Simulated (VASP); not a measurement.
```yaml
crystal:
  lattice:
    - [0.00000, 2.81889, 2.81889]
    - [2.81889, 0.00000, 2.81889]
    - [2.81889, 2.81889, 0.00000]
  atoms:
    - { symbol: Ge, position: [0.00000, 0.00000, 0.00000] }
    - { symbol: Ge, position: [0.25000, 0.25000, 0.25000] }
```

All values below come from MS2 meta-GGA, VASP's PBE PAW potentials (set 64) (plane waves; VASP). Numerical set-up: 520 eV cut-off, 9×9×9 Γ-centred mesh, tetrahedra with Blöchl corrections, potentials Ge_d.

Q: Predict the energy per atom (σ→0), band gap (over mesh and band path) with the smallest direct gap where there is one.

A: 
| Property | Value |
|---|---|
| band gap (over mesh and band path) | 0.57 eV |
| smallest direct gap (over mesh and band path) | 0.68 eV |
| energy per atom (σ→0) | -5.781 eV/atom |

Only differences to runs with the same potentials and settings are physical.

The compound is Ge in the diamond structure. It was relaxed first.
